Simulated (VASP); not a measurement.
An input for Quantum ESPRESSO's pw.x (written as the equivalent of a VASP run, and not itself run):

```
&CONTROL
  calculation = 'vc-relax'
  pseudo_dir = './pseudo'
  outdir = './out'
  tprnfor = .true.
  tstress = .true.
  nstep = 60
  forc_conv_thr = 0.00039
/
&SYSTEM
  ibrav = 0
  nat = 2
  ntyp = 1
  ecutwfc = 70
  occupations = 'smearing'
  smearing = 'methfessel-paxton'
  degauss = 0.00735
  input_dft = 'pz'
/
&ELECTRONS
  conv_thr = 7.3e-08
  electron_maxstep = 100
/
&IONS
/
&CELL
/
ATOMIC_SPECIES
  Bi 208.980 Bi.upf
CELL_PARAMETERS angstrom
     4.0480043   -2.2477943   -0.0225922
     4.0480043    2.2477943   -0.0225922
     2.8204586    0.0000000    3.6721168
ATOMIC_POSITIONS crystal
  Bi   0.2372001  0.2372001  0.2372001
  Bi   0.7627999  0.7627999  0.7627999
K_POINTS automatic
  9 9 9 0 0 0
```

Write the VASP files for the same calculation (LDA).

Several could match; the one computed here: 
### KPOINTS
```
Regular mesh
0
Gamma
 9 9 9
```

**INCAR**
```
SYSTEM = Bi
PREC = Accurate
ENCUT = 400
EDIFF = 1E-6
NELM = 100
ALGO = Normal
LREAL = .FALSE.
LASPH = .TRUE.
ISMEAR = 1
SIGMA = 0.1
LMAXMIX = 4
LWAVE = .FALSE.
LCHARG = .FALSE.
IBRION = 2
ISIF = 3
NSW = 60
EDIFFG = -0.01
```

**POSCAR**
```
Bi
1.0
  4.0480042592  -2.2477943458  -0.0225921506
  4.0480042592   2.2477943458  -0.0225921506
  2.8204585818   0.0000000000   3.6721167905
Bi
2
Cart
  2.5893867341   0.0000000000   0.8603086316
  8.3270803661   0.0000000000   2.7666238577
```

POTCAR, in this order: Bi_d (LDA.64 set). Program: vasp_std.

What does not carry over: the potentials are each code's own (VASP's PAW set, PseudoDojo norm-conserving files in pw.x), so ENCUT and ecutwfc are chosen apart and not converted; conv_thr bounds pw.x's estimated SCF error, while EDIFF bounds the energy change between steps; forc_conv_thr acts on force components and is met together with etot_conv_thr.

The compound is Bi in the a7 structure. This run relaxes it. Symmetry was kept, so distortions that lower it aren't found. The start is the result of an earlier pass.
